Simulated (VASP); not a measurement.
Level of theory: r2SCAN meta-GGA, VASP's PBE PAW potentials (set 64) (plane waves; VASP).

A VASP calculation is set up with these files.

INCAR:
```
SYSTEM = TiO2
PREC = Accurate
ENCUT = 520
EDIFF = 1E-6
NELM = 100
ALGO = Normal
LREAL = .FALSE.
LASPH = .TRUE.
ISMEAR = 0
SIGMA = 0.05
METAGGA = R2SCAN
LMIXTAU = .TRUE.
LMAXMIX = 4
LWAVE = .FALSE.
LCHARG = .FALSE.
IBRION = 2
ISIF = 3
NSW = 60
EDIFFG = -0.02
```

POSCAR:
```
TiO2
1.0
 -2.9619646812   3.2531972146   3.2534959108
  2.9619646812  -3.2531972146   3.2534959108
  2.9619646812   3.2531972146  -3.2534959108
Ti O
4 8
Direct
  0.5031339081   0.7531339081   0.7500000000
  0.4968660919   0.2468660919   0.2500000000
  0.0000000000   0.0000000000   0.5000000000
  0.0000000000   0.5000000000   1.0000000000
  0.3045852754   0.3046995774   0.5001143020
  0.6954147246   0.6953004226   0.4998856980
  0.3045852754   0.8044709734   0.9998856980
  0.6954147246   0.1955290266   0.0001143020
  0.1953614656   0.2499644028   0.9453970627
  0.8046385344   0.7500355972   0.0546029373
  0.8045673400   0.2499644028   0.5546029373
  0.1954326600   0.7500355972   0.4453970627
```

**KPOINTS**
```
Automatic mesh
0
Gamma
5 5 5
0 0 0
```

POTCAR, in this order: Ti_sv O (PBE.64 set). Program: vasp_std.

Output of the run:

### OUTCAR
```
 ion  position               nearest neighbor table
   1  0.503  0.753  0.750-   6 1.94   8 1.94   7 1.96   5 1.96  12 1.98  10 1.98
   2  0.497  0.247  0.250-   5 1.94   7 1.94   6 1.96   8 1.96  11 1.98   9 1.98
   3  0.000  0.000  0.500-   9 1.95  10 1.95  11 1.95  12 1.95   5 1.98   6 1.98
   4  0.000  0.500  0.000-  11 1.95  12 1.95   9 1.95  10 1.95   7 1.98   8 1.98
   5  0.305  0.305  0.500-   2 1.94   1 1.96   3 1.98
   6  0.695  0.695  0.500-   1 1.94   2 1.96   3 1.98
   7  0.305  0.804  1.000-   2 1.94   1 1.96   4 1.98
   8  0.695  0.196  0.000-   1 1.94   2 1.96   4 1.98
   9  0.195  0.250  0.945-   3 1.95   4 1.95   2 1.98
  10  0.805  0.750  0.055-   3 1.95   4 1.95   1 1.98
  11  0.805  0.250  0.555-   4 1.95   3 1.95   2 1.98
  12  0.195  0.750  0.445-   4 1.95   3 1.95   1 1.98
  LATTYP: Found a body centered orthorhombic cell.
 ALAT       =     5.9239293624
 B/A-ratio  =     1.0983241074
 C/A-ratio  =     1.0984249513
 Subroutine PRICEL returns:
 Original cell was already a primitive cell.
 Subroutine GETGRP returns: Found  8 space group operations
The static configuration has the point symmetry C_2h.
 The point group associated with its full space group is D_2h.
The dynamic configuration has the point symmetry C_2h.
 Subroutine INISYM returns: Found  8 space group operations
 Subroutine IBZKPT returns following result:
 Found     27 irreducible k-points:

 Following reciprocal coordinates:
            Coordinates               Weight
  0.000000  0.000000  0.000000      1.000000
  0.200000  0.000000 -0.000000      4.000000
  0.400000  0.000000  0.000000      4.000000
  0.000000  0.200000 -0.000000      4.000000
  0.200000  0.200000 -0.000000      8.000000
  0.400000  0.200000  0.000000      8.000000
 -0.400000  0.200000  0.000000      8.000000
 -0.200000  0.200000  0.000000      4.000000
  0.000000  0.400000 -0.000000      4.000000
  0.200000  0.400000 -0.000000      8.000000
  0.400000  0.400000 -0.000000      8.000000
 -0.400000  0.400000  0.000000      4.000000
 -0.200000  0.400000  0.000000      8.000000
  0.200000  0.200000  0.200000      8.000000
 -0.200000  0.200000  0.200000      2.000000
 -0.400000  0.400000  0.200000      4.000000
 -0.200000  0.400000  0.200000      4.000000
  0.400000 -0.400000  0.200000      4.000000
 -0.400000 -0.400000  0.200000      8.000000
 -0.200000 -0.400000  0.200000      4.000000
  0.200000 -0.200000  0.200000      2.000000
  0.400000 -0.200000  0.200000      4.000000
 -0.400000 -0.200000  0.200000      4.000000
 -0.200000 -0.200000  0.200000      2.000000
 -0.400000  0.400000  0.400000      2.000000
  0.400000 -0.400000  0.400000      2.000000
 -0.400000 -0.400000  0.400000      2.000000
   k-points           NKPTS =     27   k-points in BZ     NKDIM =     27   number of bands    NBANDS=     57
   number of dos      NEDOS =    301   number of ions     NIONS =     12
   total plane-waves  NPLWV =  74088
   dimension x,y,z NGX =    42 NGY =   42 NGZ =   42
   dimension x,y,z NGXF=    84 NGYF=   84 NGZF=   84
   ions per type =               4   8
   PREC   = accura    normal or accurate (medium, high low for compatibility)
   ISTART =      0    job   : 0-new  1-cont  2-samecut
   ICHARG =      2    charge: 1-file 2-atom 10-const
   ISPIN  =      1    spin polarized calculation?
   LNONCOLLINEAR =      F non collinear calculations
   LSORBIT =      F    spin-orbit coupling
   INIWAV =      1    electr: 0-lowe 1-rand  2-diag
   ENCUT  =  520.0 eV  38.22 Ry    6.18 a.u.  10.17 10.17 10.17*2*pi/ulx,y,z
   NELM   =    100;   NELMIN=  2; NELMDL= -5     # of ELM steps
   EDIFF  = 0.1E-05   stopping-criterion for ELM
   LREAL  =      F    real-space projection
   NLSPLINE    = F    spline interpolate recip. space projectors
   LMAXMIX     =    4 max onsite mixed and CHGCAR
...
```

File OSZICAR:
```
       N       E                     dE             d eps       ncg     rms          rms(c)
DAV:   1     0.152949410539E+04    0.15295E+04   -0.49125E+04  3110   0.205E+03
DAV:   2     0.135757173035E+03   -0.13937E+04   -0.13378E+04  3121   0.642E+02
DAV:   3    -0.177818584037E+03   -0.31358E+03   -0.30350E+03  4064   0.261E+02
DAV:   4    -0.202637323625E+03   -0.24819E+02   -0.24761E+02  4708   0.789E+01
DAV:   5    -0.203980275597E+03   -0.13430E+01   -0.13424E+01  4778   0.147E+01    0.461E+01
DAV:   6    -0.144510282951E+03    0.59470E+02   -0.16354E+02  4084   0.108E+02    0.134E+01
DAV:   7    -0.137360237166E+03    0.71500E+01   -0.11528E+01  3932   0.172E+01    0.688E+00
DAV:   8    -0.145898634933E+03   -0.85384E+01   -0.45738E+00  3937   0.123E+01    0.405E+00
DAV:   9    -0.137934727599E+03    0.79639E+01   -0.26720E+00  3340   0.972E+00    0.121E+00
DAV:  10    -0.139388513462E+03   -0.14538E+01   -0.71810E-01  3760   0.533E+00    0.664E-01
DAV:  11    -0.139472774879E+03   -0.84261E-01   -0.54968E-02  3729   0.131E+00    0.338E-01
DAV:  12    -0.139581145353E+03   -0.10837E+00   -0.80923E-02  3719   0.210E+00    0.262E-01
DAV:  13    -0.139584403376E+03   -0.32580E-02   -0.20095E-02  3529   0.107E+00    0.891E-02
DAV:  14    -0.139590786776E+03   -0.63834E-02   -0.36354E-03  3555   0.429E-01    0.184E-02
DAV:  15    -0.139590457168E+03    0.32961E-03   -0.43568E-04  4442   0.121E-01    0.400E-02
DAV:  16    -0.139590910358E+03   -0.45319E-03   -0.10723E-04  3763   0.757E-02    0.184E-02
DAV:  17    -0.139591031323E+03   -0.12096E-03   -0.51636E-05  3708   0.480E-02    0.128E-02
DAV:  18    -0.139591097693E+03   -0.66370E-04   -0.20877E-05  3579   0.272E-02    0.426E-03
DAV:  19    -0.139591101257E+03   -0.35642E-05   -0.24193E-06  2852   0.859E-03    0.369E-03
DAV:  20    -0.139591101635E+03   -0.37814E-06   -0.47075E-07  2242   0.468E-03
   1 F= -.13959110E+03 E0= -.13959110E+03  d E =-.139591E+03
       N       E                     dE             d eps       ncg     rms          rms(c)
DAV:   1    -0.139590747987E+03    0.35327E-03   -0.43672E-02  3738   0.241E+00    0.718E-02
DAV:   2    -0.139591301842E+03   -0.55385E-03   -0.60888E-03  3336   0.421E-01    0.437E-02
DAV:   3    -0.139591298117E+03    0.37242E-05   -0.38558E-04  4266   0.130E-01    0.237E-02
DAV:   4    -0.139591300831E+03   -0.27135E-05   -0.47441E-05  3721   0.481E-02    0.698E-03
DAV:   5    -0.139591297249E+03    0.35819E-05   -0.16272E-05  3898   0.395E-02    0.426E-03
DAV:   6    -0.139591295908E+03    0.13410E-05   -0.27987E-06  2745   0.179E-02    0.154E-03
DAV:   7    -0.139591296120E+03   -0.21216E-06   -0.92306E-07  2211   0.101E-02
   2 F= -.13959130E+03 E0= -.13959130E+03  d E =-.194485E-03
       N       E                     dE             d eps       ncg     rms          rms(c)
DAV:   1    -0.139587390258E+03    0.39056E-02   -0.32954E-01  3719   0.662E+00    0.197E-01
DAV:   2    -0.139591597053E+03   -0.42068E-02   -0.45984E-02  3155   0.116E+00    0.120E-01
DAV:   3    -0.139591561339E+03    0.35714E-04   -0.28953E-03  4246   0.356E-01    0.652E-02
DAV:   4    -0.139591583322E+03   -0.21983E-04   -0.35419E-04  3655   0.133E-01    0.198E-02
DAV:   5    -0.139591554985E+03    0.28337E-04   -0.11419E-04  3902   0.104E-01    0.119E-02
DAV:   6    -0.139591551626E+03    0.33595E-05   -0.21413E-05  4154   0.441E-02    0.517E-03
DAV:   7    -0.139591552151E+03   -0.52487E-06   -0.46518E-06  3264   0.201E-02
   3 F= -.13959155E+03 E0= -.13959155E+03  d E =-.450515E-03
       N       E                     dE             d eps       ncg     rms          rms(c)
DAV:   1    -0.139591319981E+03    0.23164E-03   -0.32844E-02  3672   0.212E+00    0.923E-02
DAV:   2    -0.139591702029E+03   -0.38205E-03   -0.47737E-03  3168   0.388E-01    0.532E-02
DAV:   3    -0.139591680558E+03    0.21471E-04   -0.36454E-04  4070   0.126E-01    0.186E-02
DAV:   4    -0.139591683349E+03   -0.27916E-05   -0.57816E-05  4322   0.524E-02    0.928E-03
DAV:   5    -0.139591685640E+03   -0.22909E-05   -0.72056E-06  3889   0.213E-02    0.565E-03
DAV:   6    -0.139591688387E+03   -0.27462E-05   -0.21895E-06  2659   0.749E-03    0.280E-03
DAV:   7    -0.139591689657E+03   -0.12702E-05   -0.71199E-07  1955   0.607E-03    0.107E-03
DAV:   8    -0.139591690341E+03   -0.68426E-06   -0.62219E-07  1896   0.483E-03
   4 F= -.13959169E+03 E0= -.13959169E+03  d E =-.138190E-03
```

**OUTCAR**
```
------------------------ aborting loop because EDIFF is reached ----------------------------------------
  FORCE on cell =-STRESS in cart. coord.  units (eV):
  Direction    XX          YY          ZZ          XY          YZ          ZX
  --------------------------------------------------------------------------------------
  Total        0.0939603     -0.0874088     -0.0848899      0.0000000      0.0000000      0.0000000
  in kB        1.2001963     -1.1165111     -1.0843361      0.0000000      0.0000000      0.0000000
  external PRESSURE =      -0.3335503 kB  Pullay stress =       0.0000000 kB
  volume of cell :      125.43
      direct lattice vectors                 reciprocal lattice vectors
    -2.959586220  3.255030755  3.255043742     0.000000000  0.153608380  0.153607767
     2.959586220 -3.255030755  3.255043742     0.168942535  0.000000000  0.153607767
     2.959586220  3.255030755 -3.255043742     0.168942535  0.153608380  0.000000000
 POSITION                                       TOTAL-FORCE (eV/Angst)
 -----------------------------------------------------------------------------------
      2.95959      1.62752      1.63845         0.000000     -0.000000     -0.019813
      0.00000      1.62752      1.61660        -0.000000      0.000000      0.019813
      1.47979      1.62752      4.88257         0.000000     -0.000000      0.000000
      1.47979      4.88255      1.62752         0.000000     -0.000000      0.000000
      1.48152      1.62752      0.35504        -0.000358     -0.000000      0.006075
      1.47807      1.62752      2.90000         0.000358     -0.000000     -0.006075
      4.43765      1.62752      0.35504         0.000358      0.000000      0.006075
     -1.47807      1.62752      2.90000        -0.000358     -0.000000     -0.006075
      2.95959      2.90000     -1.62937        -0.000000     -0.007110     -0.000077
      0.00000      0.35503      4.88441         0.000000      0.007110      0.000077
      0.00000      3.61006      1.62567        -0.000000      0.007110     -0.000077
      2.95959     -0.35503      1.62937         0.000000     -0.007110      0.000077
 -----------------------------------------------------------------------------------
    total drift:                               -0.000000      0.000000     -0.000000
  FREE ENERGIE OF THE ION-ELECTRON SYSTEM (eV)
  ---------------------------------------------------
  free  energy   TOTEN  =      -139.5916903409 eV

  energy  without entropy=     -139.5916903409  energy(sigma->0) =     -139.59169034

 reached required accuracy - stopping structural energy minimisation
```
(Selected blocks of OUTCAR.)

**CONTCAR**
```
TiO2
   1.00000000000000
    -2.9595862204552246    3.2550307545070862    3.2550437416565621
     2.9595862204552246   -3.2550307545070862    3.2550437416565621
     2.9595862204552246    3.2550307545070862   -3.2550437416565621
  Ti              O
     4     8
Direct
     0.5016779234771349    0.7516779234771349    0.7500000000000000
     0.4983220765228650    0.2483220765228651    0.2500000000000000
     1.0000000000000000    1.0000000000000000    0.5000000000000000
     1.0000000000000000    0.5000000000000000    1.0000000000000000
     0.3045368548399813    0.3048286597214682    0.5002918048814867
     0.6954631451600187    0.6951713402785318    0.4997081951185132
     0.3045368548399813    0.8042450499584946    0.9997081951185133
     0.6954631451600187    0.1957549500415055    0.0002918048814868
     0.1951803334149346    0.2497160473735894    0.9454642859413505
     0.8048196665850654    0.7502839526264107    0.0545357140586495
     0.8042517613322371    0.2497160473735894    0.5545357140586495
     0.1957482386677629    0.7502839526264107    0.4454642859413505
```

The structure comes from a computed database's TiO2 entry (Imma); how it stands against other phases isn't given here. This run relaxes it. Symmetry was kept, so distortions that lower it aren't found. The start is the result of an earlier pass.
